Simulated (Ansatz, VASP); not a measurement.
## One calculation of SrCd, two programs

```
Sr Cd
1.0
     4.08151    0.00000    0.00000
     0.00000    4.08151    0.00000
     0.00000    0.00000    4.08151
Sr Cd
1 1
Direct
  0.50000 0.50000 0.50000
  0.00000 0.00000 0.00000
```

Change from the starting cell: volume scaled by 1.06, PAW files.

Alike in both runs: task electric field gradients; functional LDA; k mesh 10 × 10 × 10; occupations fermi-dirac, width 0.08 eV; no spin polarisation.

```csv
,VASP,Ansatz
version,VASP 6.6.1,Ansatz 0.2.0
potentials or method,"VASP PAW LDA potentials, release 64 (Sr_sv, Cd)","PAW with Ansatz's default frozen-core files, scalar-relativistic"
plane-wave cutoff (eV),520,420
valence electrons in the cell,22,30
```

```tsv
	VASP	Ansatz	Ansatz less VASP
pressure (GPa)	-3.1	-3.2	-0.07
Vzz of the field gradient on the site that differs most (V/Å²)	0.0	0.0	0.00
```

The two sets of potentials don't hold the same shells in valence. Ansatz warned: «gradients_without_spin_orbit».
